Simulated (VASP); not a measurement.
Data:

```yaml
crystal:
  lattice:
    - [4.02028, 0.00000, 0.00000]
    - [0.00000, 4.02028, 0.00000]
    - [0.00000, 0.00000, 4.02028]
  atoms:
    - { symbol: K, position: [0.00000, 0.00000, 0.00000] }
    - { symbol: Ta, position: [0.50000, 0.50000, 0.50000] }
    - { symbol: O, position: [0.50000, 0.00000, 0.50000] }
    - { symbol: O, position: [0.00000, 0.50000, 0.50000] }
    - { symbol: O, position: [0.50000, 0.50000, 0.00000] }
```

Computed with PBE GGA with spin-orbit coupling, VASP's PBE PAW potentials (set 64) (plane waves; VASP). Settings: 450 eV cut-off, 4×4×4 Γ-centred mesh, Gaussian smearing of 0.050 eV, potentials K_sv Ta_pv O.

Problem. Estimate the energy per atom (σ→0), band gap (on the k-mesh) with the smallest direct gap where there is one.

Solution. 
| Property | Result |
|---|---|
| band gap (on the k-mesh) | 1.94 eV |
| smallest direct gap (on the k-mesh) | 2.51 eV |
| energy per atom (σ→0) | -8.332 eV/atom |

The absolute energy has meaning only against runs of the same code, potentials and settings.

The compound is KTaO3 in the cubic perovskite structure. It was relaxed first.
